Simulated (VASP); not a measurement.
# CoSi2: convergence with the smearing and plane-wave cutoff

A convergence test on CoSi2: the smearing and plane-wave cutoff. The series runs use r2SCAN. The smearing tried: ISMEAR = 0, SIGMA = 0.01; ISMEAR = 0, SIGMA = 0.05; ISMEAR = 0, SIGMA = 0.1; ISMEAR = 0, SIGMA = 0.2; ISMEAR = 0, SIGMA = 0.5; ISMEAR = 1, SIGMA = 0.01; ISMEAR = 1, SIGMA = 0.05; ISMEAR = 1, SIGMA = 0.1; ISMEAR = 1, SIGMA = 0.2; ISMEAR = 1, SIGMA = 0.5; ISMEAR = -5. The plane-wave cutoff tried: ENCUT = 160; ENCUT = 200; ENCUT = 240; ENCUT = 270; ENCUT = 310; ENCUT = 350; ENCUT = 430; ENCUT = 540. The start is a cell from a database of measured crystal structures.

Main program and level: VASP 6.6.1; r2SCAN, spin-polarised from a ferromagnetic start (one magnetic atom a cell); plane waves and PAW (Co, Si).

Most raw output is cut from this account.

The database entry behind the starting cell differs from later determinations by our own check (0.1 to 0.3 % short, probably kX units), so it need not match the best structure at ambient conditions.

**1. Set-up**

Symmetry: Fm-3m, No. 225, cubic system. Conventional cell: a = 5.356 Å, b = 5.356 Å, c = 5.356 Å, α = 90.00°, β = 90.00°, γ = 90.00°. Nearest to Co lie 8 Si at 2.32 Å. Si has 4 Co at 2.32 Å nearest. Farther neighbours are not listed.

As a file:

```xyz
3
Lattice="0.0000 2.6780 2.6780 2.6780 0.0000 2.6780 2.6780 2.6780 0.0000" Properties=species:S:1:pos:R:3 pbc="T T T"
Co    0.0000    0.0000    0.0000
Si    1.3390    1.3390    1.3390
Si    4.0170    4.0170    4.0170
```

**2. Smearing: ISMEAR = 0, SIGMA = 0.01**

Smearing steadies the sum over the Fermi surface at the price of an entropy term. r2SCAN adds the kinetic-energy density, costs more than a GGA and is run with LASPH.

Input file INCAR:

```
SYSTEM = CoSi2
PREC = Accurate
ENCUT = 400
EDIFF = 1E-06
NELM = 100
ISMEAR = 0
SIGMA = 0.01
LREAL = .FALSE.
ALGO = Normal
METAGGA = R2SCAN
LASPH = .TRUE.
NBANDS = 18
ISPIN = 2
MAGMOM = 2 0 0
LMAXMIX = 4
LORBIT = 11
LWAVE = .FALSE.
LCHARG = .FALSE.
KPAR = 4
ISIF = 2
```

Input file POSCAR:

```
CoSi2
1.0
    0.0000000000      2.6780000000      2.6780000000
    2.6780000000      0.0000000000      2.6780000000
    2.6780000000      2.6780000000      0.0000000000
Co Si
1 2
Direct
    0.0000000000      0.0000000000      0.0000000000
    0.2500000000      0.2500000000      0.2500000000
    0.7500000000      0.7500000000      0.7500000000
```

Input file KPOINTS:

```
Automatic mesh
0
Gamma
7 7 7
0 0 0
```

Potentials, in the order of the species: Co and Si (PBE family, release 64).

Run with:

```console
$ mpirun -np 4 vasp_std
```

The job ended after 73 s (4 MPI ranks of AMD EPYC 7R43, shared host; peak memory 0.57 GiB; 4.8 min of CPU time).

The moments of the start collapse, so the state is non-magnetic; other starts or orders were not tried. The k-mesh is coarse for a metal. The PAW data sets were made with PBE, which is usual practice but a small mismatch for other functionals.

This step gave:

```
electronic steps                                  : 15
electrons                                         : 17
bands                                             : 18
irreducible k points                              : 20
symmetry operations                               : 48
free energy (TOTEN)                               : -32.00 eV
energy at zero smearing                           : -32.00 eV
Fermi energy                                      : 10.08 eV
pressure                                          : -4.737 GPa
moment of the cell, from the last line of the log : -0.0553 μB
metallic                                          : yes
```

Spin moment in the PAW sphere by atom:

```tsv
atom	spin moment in the PAW sphere (μB)
Co1	-0.0430
Si2	-0.0030
Si3	-0.0030
```

The series starts at -10.6682 eV an atom and -4.74 GPa, after 15 cycles in 73 s. The entropy term T·S comes to 0.05 meV an atom in size.

**3. Smearing: ISMEAR = 0, SIGMA = 0.05**

INCAR: that of step 2 with these lines changed.

```diff
@@ -6,3 +6,3 @@
 ISMEAR = 0
-SIGMA = 0.01
+SIGMA = 0.05
 LREAL = .FALSE.
```

POSCAR is that of step 2.

KPOINTS is that of step 2.

Run with:

```console
$ mpirun -np 4 vasp_std
```

Elapsed: 69 s, on 4 MPI ranks; peak memory 0.59 GiB.

Against the run before the energy at zero width moves by -0.06 meV an atom and the pressure by +0.08 GPa, after 16 cycles in 69 s. The entropy term T·S comes to 0.89 meV an atom in size.

**4. Smearing: ISMEAR = 0, SIGMA = 0.1**

INCAR: that of step 3 with these lines changed.

```diff
@@ -6,3 +6,3 @@
 ISMEAR = 0
-SIGMA = 0.05
+SIGMA = 0.1
 LREAL = .FALSE.
```

POSCAR is that of step 3.

KPOINTS is that of step 3.

Run with:

```console
$ mpirun -np 4 vasp_std
```

The job ended after 72 s (4 MPI ranks; peak memory 0.59 GiB; 4.7 min of CPU time).

Against the run before the energy at zero width moves by -0.41 meV an atom and the pressure by -0.12 GPa, after 15 cycles in 72 s. The entropy term T·S comes to 1.94 meV an atom in size.

**5. Smearing: ISMEAR = 0, SIGMA = 0.2**

INCAR: that of step 4 with these lines changed.

```diff
@@ -6,3 +6,3 @@
 ISMEAR = 0
-SIGMA = 0.1
+SIGMA = 0.2
 LREAL = .FALSE.
```

POSCAR is that of step 4.

KPOINTS is that of step 4.

Run with:

```console
$ mpirun -np 4 vasp_std
```

It took 67 s on 4 MPI ranks; peak memory 0.56 GiB.

Against the run before the energy at zero width moves by -0.29 meV an atom and the pressure by +0.01 GPa, after 15 cycles in 67 s. The entropy term T·S comes to 5.98 meV an atom in size.

**6. Smearing: ISMEAR = 0, SIGMA = 0.5**

INCAR: that of step 5 with these lines changed.

```diff
@@ -6,3 +6,3 @@
 ISMEAR = 0
-SIGMA = 0.2
+SIGMA = 0.5
 LREAL = .FALSE.
```

POSCAR is that of step 5.

KPOINTS is that of step 5.

Run with:

```console
$ mpirun -np 4 vasp_std
```

Elapsed: 47 s, on 4 MPI ranks; peak memory 0.58 GiB; 3 min of CPU time.

Against the run before the energy at zero width moves by +0.59 meV an atom and the pressure by +0.23 GPa, after 15 cycles in 47 s. The entropy term T·S comes to 39.42 meV an atom in size.

**7. Smearing: ISMEAR = 1, SIGMA = 0.01**

INCAR: that of step 6 with these lines changed.

```diff
@@ -5,4 +5,4 @@
 NELM = 100
-ISMEAR = 0
-SIGMA = 0.5
+ISMEAR = 1
+SIGMA = 0.01
 LREAL = .FALSE.
```

POSCAR is that of step 6.

KPOINTS is that of step 6.

Run with:

```console
$ mpirun -np 4 vasp_std
```

Wall time 76 s (4 MPI ranks); peak memory 0.57 GiB.

Against the first of the series the energy at zero width moves by +0.01 meV an atom while the pressure stays within 0.01 GPa, after 15 cycles in 76 s. The entropy term T·S comes to 0.02 meV an atom in size.

**8. Smearing: ISMEAR = 1, SIGMA = 0.05**

INCAR: that of step 7 with these lines changed.

```diff
@@ -6,3 +6,3 @@
 ISMEAR = 1
-SIGMA = 0.01
+SIGMA = 0.05
 LREAL = .FALSE.
```

POSCAR is that of step 7.

KPOINTS is that of step 7.

Run with:

```console
$ mpirun -np 4 vasp_std
```

The job ended after 79 s (4 MPI ranks; peak memory 0.6 GiB).

Against the run before the energy at zero width moves by +0.06 meV an atom and the pressure by +0.03 GPa, after 15 cycles in 79 s. The entropy term T·S comes to 0.19 meV an atom in size.

**9. Smearing: ISMEAR = 1, SIGMA = 0.1**

INCAR: that of step 8 with these lines changed.

```diff
@@ -6,3 +6,3 @@
 ISMEAR = 1
-SIGMA = 0.05
+SIGMA = 0.1
 LREAL = .FALSE.
```

POSCAR is that of step 8.

KPOINTS is that of step 8.

Run with:

```console
$ mpirun -np 4 vasp_std
```

Wall time 59 s (4 MPI ranks); peak memory 0.56 GiB.

Against the run before the energy at zero width moves by -0.13 meV an atom and the pressure by +0.04 GPa, after 16 cycles in 59 s. The entropy term T·S comes to 0.69 meV an atom in size.

**10. Smearing: ISMEAR = 1, SIGMA = 0.2**

INCAR: that of step 9 with these lines changed.

```diff
@@ -6,3 +6,3 @@
 ISMEAR = 1
-SIGMA = 0.1
+SIGMA = 0.2
 LREAL = .FALSE.
```

POSCAR is that of step 9.

KPOINTS is that of step 9.

Run with:

```console
$ mpirun -np 4 vasp_std
```

The job ended after 72 s (4 MPI ranks; peak memory 0.58 GiB; 4.6 min of CPU time).

Against the run before the energy at zero width moves by -0.64 meV an atom and the pressure by -0.12 GPa, after 15 cycles in 72 s. The entropy term T·S comes to 0.02 meV an atom in size.

**11. Smearing: ISMEAR = 1, SIGMA = 0.5**

INCAR: that of step 10 with these lines changed.

```diff
@@ -6,3 +6,3 @@
 ISMEAR = 1
-SIGMA = 0.2
+SIGMA = 0.5
 LREAL = .FALSE.
```

POSCAR is that of step 10.

KPOINTS is that of step 10.

Run with:

```console
$ mpirun -np 4 vasp_std
```

Elapsed: 77 s, on 4 MPI ranks; peak memory 0.6 GiB; 4.9 min of CPU time.

Against the run before the energy at zero width moves by -0.92 meV an atom and the pressure by -0.14 GPa, after 15 cycles in 77 s. The entropy term T·S comes to 7.80 meV an atom in size.

**12. Smearing: ISMEAR = -5**

INCAR: that of step 11 with these lines changed.

```diff
@@ -5,4 +5,4 @@
 NELM = 100
-ISMEAR = 1
-SIGMA = 0.5
+ISMEAR = -5
+SIGMA = 0.05
 LREAL = .FALSE.
```

POSCAR is that of step 11.

KPOINTS is that of step 11.

Run with:

```console
$ mpirun -np 4 vasp_std
```

Elapsed: 75 s, on 4 MPI ranks; peak memory 0.59 GiB; 4.8 min of CPU time.

With tetrahedra the forces and stress of a metal are not exact derivatives of the energy.

Against the first of the series the energy at zero width moves by +0.71 meV an atom and the pressure by +0.04 GPa, after 17 cycles in 75 s.

**13. The smearing series as a table**

This step: convergence of r2SCAN results with the smearing; plane waves and PAW (VASP 6.6.1).

Derived from the runs above.

One cell and one 7×7×7 mesh. Free energy against width, by row:

```tsv
Gaussian width σ (eV)	free energy less that at the narrowest width (meV/atom)
0.01	0
0.05	-0.48
0.1	-1.42
0.2	-3.73
0.5	-19.86
```

Differences are taken from the run with ISMEAR = 0, SIGMA = 0.01. Results of the series, by row:

```tsv
setting	status	energy less the reference (meV/atom)	pressure (GPa)	moment (μB)	SCF cycles	wall time (s)
ISMEAR = 0, SIGMA = 0.01	converged	0	-4.737	-0.0553	15	73
ISMEAR = 0, SIGMA = 0.05	converged	-0.06423	-4.661	-1.00e-4	16	69
ISMEAR = 0, SIGMA = 0.1	converged	-0.4788	-4.778	-1.00e-4	15	72
ISMEAR = 0, SIGMA = 0.2	converged	-0.7652	-4.763	-2.00e-4	15	67
ISMEAR = 0, SIGMA = 0.5	converged	-0.176	-4.529	-1.00e-4	15	47
ISMEAR = 1, SIGMA = 0.01	converged	0.009837	-4.736	-0.0553	15	76
ISMEAR = 1, SIGMA = 0.05	converged	0.06832	-4.707	-0.0275	15	79
ISMEAR = 1, SIGMA = 0.1	converged	-0.06509	-4.672	-2.00e-4	16	59
ISMEAR = 1, SIGMA = 0.2	converged	-0.7083	-4.793	-2.00e-4	15	72
ISMEAR = 1, SIGMA = 0.5	converged	-1.628	-4.932	-1.00e-4	15	77
ISMEAR = -5	converged	0.7059	-4.693	0	17	75
```

**14. Plane-wave cutoff: ENCUT = 160**

This step: r2SCAN, spin-polarised from a ferromagnetic start (one magnetic atom a cell); plane waves and PAW (Co, Si) (VASP 6.6.1).

The basis grows with ENCUT, and energy and stress both move with it.

INCAR: that of step 12 with these lines changed.

```diff
@@ -2,6 +2,6 @@
 PREC = Accurate
-ENCUT = 400
+ENCUT = 160
 EDIFF = 1E-06
 NELM = 100
-ISMEAR = -5
+ISMEAR = -1
 SIGMA = 0.05
```

POSCAR is that of step 12.

KPOINTS is that of step 12.

Run with:

```console
$ mpirun -np 4 vasp_std
```

Run time: 23 s. Hardware: 4 MPI ranks; peak memory 0.37 GiB.

This step gave:

- electronic steps: 18
- free energy (TOTEN): -29.16 eV
- energy at zero smearing: -29.15 eV
- Fermi energy: 9.908 eV
- pressure: -132.2 GPa

The series starts at -9.7179 eV an atom and -132.24 GPa, after 18 cycles in 23 s.

**15. Plane-wave cutoff: ENCUT = 200**

INCAR: that of step 14 with these lines changed.

```diff
@@ -2,3 +2,3 @@
 PREC = Accurate
-ENCUT = 160
+ENCUT = 200
 EDIFF = 1E-06
```

POSCAR is that of step 14.

KPOINTS is that of step 14.

Run with:

```console
$ mpirun -np 4 vasp_std
```

It took 28 s on 4 MPI ranks; peak memory 0.35 GiB.

Against the run before the energy moves by -802.72 meV an atom and the pressure by +97.14 GPa, after 15 cycles in 28 s.

**16. Plane-wave cutoff: ENCUT = 240**

INCAR: that of step 15 with these lines changed.

```diff
@@ -2,3 +2,3 @@
 PREC = Accurate
-ENCUT = 200
+ENCUT = 240
 EDIFF = 1E-06
```

POSCAR is that of step 15.

KPOINTS is that of step 15.

Run with:

```console
$ mpirun -np 4 vasp_std
```

It took 34 s on 4 MPI ranks; peak memory 0.39 GiB.

Against the run before the energy moves by -116.59 meV an atom and the pressure by +24.68 GPa, after 15 cycles in 34 s.

**17. Plane-wave cutoff: ENCUT = 270**

INCAR: that of step 16 with these lines changed.

```diff
@@ -2,3 +2,3 @@
 PREC = Accurate
-ENCUT = 240
+ENCUT = 270
 EDIFF = 1E-06
```

POSCAR is that of step 16.

KPOINTS is that of step 16.

Run with:

```console
$ mpirun -np 4 vasp_std
```

The job ended after 30 s (4 MPI ranks; peak memory 0.39 GiB; 1.9 min of CPU time).

Against the run before the energy moves by -22.50 meV an atom and the pressure by +4.76 GPa, after 15 cycles in 30 s.

**18. Plane-wave cutoff: ENCUT = 310**

INCAR: that of step 17 with these lines changed.

```diff
@@ -2,3 +2,3 @@
 PREC = Accurate
-ENCUT = 270
+ENCUT = 310
 EDIFF = 1E-06
```

POSCAR is that of step 17.

KPOINTS is that of step 17.

Run with:

```console
$ mpirun -np 4 vasp_std
```

Wall time 44 s (4 MPI ranks); peak memory 0.47 GiB.

Against the run before the energy moves by -6.97 meV an atom and the pressure by +0.93 GPa, after 15 cycles in 44 s.

**19. Plane-wave cutoff: ENCUT = 350**

INCAR: that of step 18 with these lines changed.

```diff
@@ -2,3 +2,3 @@
 PREC = Accurate
-ENCUT = 310
+ENCUT = 350
 EDIFF = 1E-06
```

POSCAR is that of step 18.

KPOINTS is that of step 18.

Run with:

```console
$ mpirun -np 4 vasp_std
```

Elapsed: 47 s, on 4 MPI ranks; peak memory 0.46 GiB.

Against the run before the energy moves by -1.50 meV an atom and the pressure by -0.07 GPa, after 15 cycles in 47 s.

**20. Plane-wave cutoff: ENCUT = 430**

INCAR: that of step 19 with these lines changed.

```diff
@@ -2,3 +2,3 @@
 PREC = Accurate
-ENCUT = 350
+ENCUT = 430
 EDIFF = 1E-06
```

POSCAR is that of step 19.

KPOINTS is that of step 19.

Run with:

```console
$ mpirun -np 4 vasp_std
```

It took 67 s on 4 MPI ranks; peak memory 0.59 GiB; 4.4 min of CPU time.

Against the run before the energy moves by -0.78 meV an atom and the pressure by +0.13 GPa, after 15 cycles in 67 s.

**21. Plane-wave cutoff: ENCUT = 540**

INCAR: that of step 20 with these lines changed.

```diff
@@ -2,3 +2,3 @@
 PREC = Accurate
-ENCUT = 430
+ENCUT = 540
 EDIFF = 1E-06
```

POSCAR is that of step 20.

KPOINTS is that of step 20.

Run with:

```console
$ mpirun -np 4 vasp_std
```

Run time: 50 s. Hardware: 4 MPI ranks; peak memory 0.66 GiB; 3.3 min of CPU time.

Against the run before the energy moves by +0.02 meV an atom and the pressure by +0.10 GPa, after 15 cycles in 50 s.

**22. The plane-wave cutoff series as a table**

This step: convergence of r2SCAN results with the cutoff; plane waves and PAW (VASP 6.6.1).

This step runs nothing: it gathers the runs above.

Differences are taken from the run with ENCUT = 540. Results of the series, by row:

```tsv
setting	status	energy less the reference (meV/atom)	pressure (GPa)	moment (μB)	SCF cycles	wall time (s)
ENCUT = 160	converged	951	-132.2	0	18	23
ENCUT = 200	converged	148.3	-35.11	-2.00e-4	15	28
ENCUT = 240	converged	31.74	-10.43	0	15	34
ENCUT = 270	converged	9.236	-5.671	-1.00e-4	15	30
ENCUT = 310	converged	2.263	-4.743	-2.00e-4	15	44
ENCUT = 350	converged	0.7656	-4.816	-2.00e-4	15	47
ENCUT = 430	converged	-0.01583	-4.687	-2.00e-4	15	67
ENCUT = 540	converged	0	-4.585	-2.00e-4	15	50
```

**23. What came out**

```yaml
spread_of_the_pressure_over_the_smearing: 0.403 GPa
spread_of_the_energy_over_the_smearing: 2.33 meV/atom
plane_wave_cutoff_from_which_the_energy_stays_within_10_mev_atom_of_the_reference: ENCUT = 270
plane_wave_cutoff_from_which_the_energy_stays_within_1_mev_atom_of_the_reference: ENCUT = 350
plane_wave_cutoff_from_which_the_pressure_stays_within_0p2_gpa_of_the_reference: ENCUT = 430
spread_of_the_pressure_over_the_plane_wave_cutoff: 128 GPa
spread_of_the_energy_over_the_plane_wave_cutoff: 951 meV/atom
```

**Reading.** The usual rule keeps the entropy term T·S under 1 meV an atom, which holds up to a width of 0.05 eV for Gaussian and 0.2 eV for first-order Methfessel-Paxton. That rule is made for Methfessel-Paxton; with the other schemes the zero-width estimate is the energy to use. Farthest in energy from the narrowest smearing lies ISMEAR = 1, SIGMA = 0.5 (-1.6 meV an atom, -0.20 GPa). On a fixed mesh a narrow width is not the exact answer for a metal: it samples the Fermi surface more noisily. From ENCUT = 350 on, the energy stays within 1 meV an atom of the reference, at 94 % of its time. The pressure holds within 0.2 GPa from ENCUT = 430 on. These cutoffs are 0.6 to 2 times the default of the data sets, about 270 eV; at the default the run is off by +9.2 meV an atom, -1.09 GPa, and at 1.3 times by +0.8 meV an atom, -0.23 GPa. Energy differences between like cells converge faster than these totals. Differences are taken from the run with ENCUT = 540, which is itself not the exact limit. Forces vanish by symmetry in this cell, so the series can't test them. The runs at ENCUT = 160; ENCUT = 200; ENCUT = 240 are over 30 meV an atom or 2 GPa off and describe the material poorly.

[Lines on the potential files, build, host, timing and source positions are cut from VASP's logs without a mark.]

[Logs are printed without paths, hosts, clocks, repeated set-up lines and the standing remarks that a program may print on its own settings, such as how far it seeks lower states.]

[Hosts, paths, dates, database ids (printed as entryN), source tags and the programs' standing remarks are cut or masked in the printed files.]

[A measured line is paired with the nearest computed mode of its activity, which favours agreement.]
